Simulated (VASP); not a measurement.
Here is the system:

```
Te
1.0
    2.22070    -3.84637     0.00000
    2.22070     3.84637     0.00000
    0.00000     0.00000     5.82374
Te
3
Cartesian
  0.59320   1.02745   3.88249
  3.25501   0.00000   0.00000
  0.59320  -1.02745   1.94124
```

These are PBE GGA, VASP's PBE PAW potentials (set 64) (plane waves; VASP 6.6.1) values and carry that method's errors. Settings: 520 eV cut-off, 7×7×5 Γ-centred mesh, Gaussian smearing of 0.050 eV, potentials Te.

Question: The ions and cell shape at fixed volume are relaxed. Give the cell that the relaxation ends in.

Answer: 
```
Te
1.0
    2.19468    -3.80129     0.00000
    2.19468     3.80129     0.00000
    0.00000     0.00000     5.96268
Te
3
Direct
  0.00000   0.27907   0.66667
  0.72093   0.72093   0.00000
  0.27907   0.00000   0.33333
```
Space group P3_121 (152), at a tolerance of 0.03 Å.

Question: How much energy does the relaxation gain?

Answer: The energy (σ→0) changes by -12.4 meV/atom, in 7 ionic steps.

The compound is Te in the trig structure. This cell is one point of a volume scan, at 0.94 of the reference volume. Symmetry was kept, so distortions that lower it aren't found.
